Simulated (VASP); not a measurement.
All values below come from PBE GGA, VASP's PBE PAW potentials (set 64) (plane waves; VASP).

VASP input:

**POSCAR**
```
SrVO3
1
    3.8637527914     0.0000000000     0.0000000000
    0.0000000000     3.8637527914     0.0000000000
    0.0000000000     0.0000000000     3.8637527914
Sr V O
1 1 3
Direct
  0.0000000000   0.0000000000   0.0000000000
  0.5000000000   0.5000000000   0.5000000000
  0.5000000000   0.0000000000   0.5000000000
  0.0000000000   0.5000000000   0.5000000000
  0.5000000000   0.5000000000   0.0000000000
```

### INCAR
```
SYSTEM  =  SrVO3
PREC  =  Accurate; ENCUT  =  520; LREAL  =  F
LASPH  =  T
EDIFF  =  1E-7; NELM  =  100; ALGO  =  Normal
LMAXMIX  =  4
ISMEAR  =  -5
GGA  =  PE
ISIF  =  2
LWAVE  =  F; LCHARG  =  T; LORBIT  =  11
NEDOS  =  601
LEFG  =  T
```

### KPOINTS
```
Automatic mesh
0
Gamma
9 9 9
0 0 0
```

POTCAR, in this order: Sr_sv V_sv O (PBE.64 set). Program: vasp_std.

Question: What will the output report for the number of irreducible k-points (NKPTS), largest plane-wave count, number of space-group operations, FFT grid (NGX, NGY, NGZ)?

Answer: 
| Property | Value |
|---|---|
| number of irreducible k-points (NKPTS) | 35 |
| largest plane-wave count | 1568 |
| number of space-group operations | 48 |
| FFT grid (NGX, NGY, NGZ) | 30 × 30 × 30 |

The compound is SrVO3 in the cubic perovskite structure. It was relaxed first. The run is not spin-polarised, so no magnetic state was tried. The electron count is odd and the run is not spin-polarised, which forces a metal.
